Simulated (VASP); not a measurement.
**Hf2Pd2Se2Br2O3: single point with PBE**

The system is Hf2Pd2Se2Br2O3.

```
CELL_PARAMETERS angstrom
7.58666 -1.70971 -1.17576
7.58666 1.70971 -1.17576
-2.02446 0.00000 13.05155
ATOMIC_POSITIONS crystal
Hf 0.94514 0.94514 0.06144
Hf 0.60628 0.60628 0.28309
Pd 0.17920 0.17920 0.50964
Pd 0.32286 0.32286 0.74307
Se 0.92232 0.92232 0.84566
Se 0.78991 0.78991 0.58800
Br 0.58645 0.58645 0.04520
Br 0.24604 0.24604 0.28651
O 0.59701 0.59701 0.42127
O 0.38554 0.38554 0.07302
O 0.03094 0.03094 0.22169
```

The cell was built by a generator and needn't be a form met in nature.

```
Program                : VASP 6.6.1
Task                   : single point
Functional             : PBE
Potentials or basis    : VASP PAW PBE potentials, release 64 (Hf_pv, Pd, Se, Br, O)
Cutoff                 : 520 eV
k mesh                 : 8 × 8 × 2
Occupations            : fermi-dirac, width 0.05 eV
Spin                   : no spin polarisation
Further INCAR settings : ALGO = Normal; EDIFF = 1e-07; NBANDS = 53
```

```json
{"Pressure": "-0.4 GPa", "Largest force": "0.143 eV/Å", "Band gap on the k mesh": "0.83 eV, indirect (least direct gap 0.87 eV)"}
```

Forces on the atoms (eV/Å):
```
Hf  -0.031  0.000  0.117
Hf  -0.099  0.000  0.021
Pd  -0.034  0.000 -0.007
Pd  -0.023  0.000  0.000
Se   0.014  0.000  0.028
Se   0.022  0.000 -0.007
Br  -0.049  0.000  0.034
Br  -0.054  0.000  0.007
O    0.048  0.000 -0.105
O    0.135  0.000 -0.047
O    0.070  0.000 -0.042
```

Stress tensor (GPa, compression positive):
```
-0.30  0.00 -0.04
 0.00 -0.46  0.00
-0.04  0.00 -0.32
```

Levels at points of the mesh, in eV from the valence-band top:
| k point | band 40 | band 41 | band 42 | band 43 | band 44 | band 45 |
| --- | --- | --- | --- | --- | --- | --- |
| (0.00, 0.00, 0.00) | -0.61 | -0.30 | -0.07 | 1.25 | 2.11 | 2.60 |
| (0.50, 0.00, 0.00) | -0.79 | -0.61 | -0.41 | 1.35 | 1.87 | 2.77 |
| (0.50, 0.50, 0.00) | -0.62 | -0.28 | -0.15 | 1.27 | 2.11 | 2.54 |
| (0.00, 0.00, 0.50) | -0.61 | -0.27 | -0.17 | 1.27 | 2.10 | 2.54 |
| (0.50, 0.00, 0.50) | -0.79 | -0.61 | -0.41 | 1.35 | 1.88 | 2.75 |
| (0.50, 0.50, 0.50) | -0.62 | -0.30 | -0.08 | 1.25 | 2.12 | 2.60 |

It took 7.4 min on 4 MPI ranks on Intel(R) Xeon(R) Platinum 8488C (Sapphire Rapids) (shared host), peak memory 1.2 GiB a rank.

Caveat: spin-orbit coupling is left out, which moves the levels of the heavy elements. A k mesh can miss the band edges.
